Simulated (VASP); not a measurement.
The input files of a VASP run:

**KPOINTS**
```
Automatic mesh
0
Gamma
6 6 6
0 0 0
```

**POSCAR**
```
CsI
1
    4.2834883813    -0.0000000000     0.0000000000
    0.0000000000     4.2834883813    -0.0000000000
   -0.0000000000     0.0000000000     4.2834883813
Cs I
1 1
Direct
  0.0000000000   0.0000000000   0.0000000000
  0.5000000000   0.5000000000   0.5000000000
```

INCAR:
```
LASPH = .True.   ! aspherical one-centre terms
PREC = Accurate
IBRION = 2
SIGMA = 0.05
ISIF = 3   ! ions, shape and volume
LCHARG = .False.
EDIFFG = -0.02
LREAL = .False.
SYSTEM = CsI
GGA = PE
ENCUT = 500
LMAXMIX = 4
EDIFF = 1E-6   ! SCF stop (eV)
NELM = 100   ! most electronic steps
ISMEAR = 0   ! Gaussian
ALGO = Normal   ! blocked Davidson
PSTRESS = 50   ! kbar
LWAVE = .False.
NSW = 40   ! most ionic steps
```

POTCAR, in this order: Cs_sv I (PBE.64 set). Program: vasp_std.

Problem. Translate this PBE calculation to Quantum ESPRESSO's pw.x.

Solution. One equivalent input (not run):
```
&CONTROL
  calculation = 'vc-relax'
  pseudo_dir = './pseudo'
  outdir = './out'
  tprnfor = .true.
  tstress = .true.
  nstep = 40
  forc_conv_thr = 0.00078
/
&SYSTEM
  ibrav = 0
  nat = 2
  ntyp = 2
  ecutwfc = 70
  occupations = 'smearing'
  smearing = 'gaussian'
  degauss = 0.003675
  input_dft = 'pbe'
/
&ELECTRONS
  conv_thr = 7.3e-08
  electron_maxstep = 100
/
&IONS
/
&CELL
  press = 50
/
ATOMIC_SPECIES
  Cs 132.905 Cs.upf
  I 126.904 I.upf
CELL_PARAMETERS angstrom
     4.2834884   -0.0000000    0.0000000
     0.0000000    4.2834884   -0.0000000
    -0.0000000    0.0000000    4.2834884
ATOMIC_POSITIONS crystal
  Cs   0.0000000  0.0000000  0.0000000
  I    0.5000000  0.5000000  0.5000000
K_POINTS automatic
  6 6 6 0 0 0
```
What does not carry over: the potentials are each code's own (VASP's PAW set, PseudoDojo norm-conserving files in pw.x), so ENCUT and ecutwfc are chosen apart and not converted; conv_thr bounds pw.x's estimated SCF error, while EDIFF bounds the energy change between steps; forc_conv_thr acts on force components and is met together with etot_conv_thr.

The compound is CsI in the CsCl type structure. It was relaxed first under an external pressure of 5 GPa.
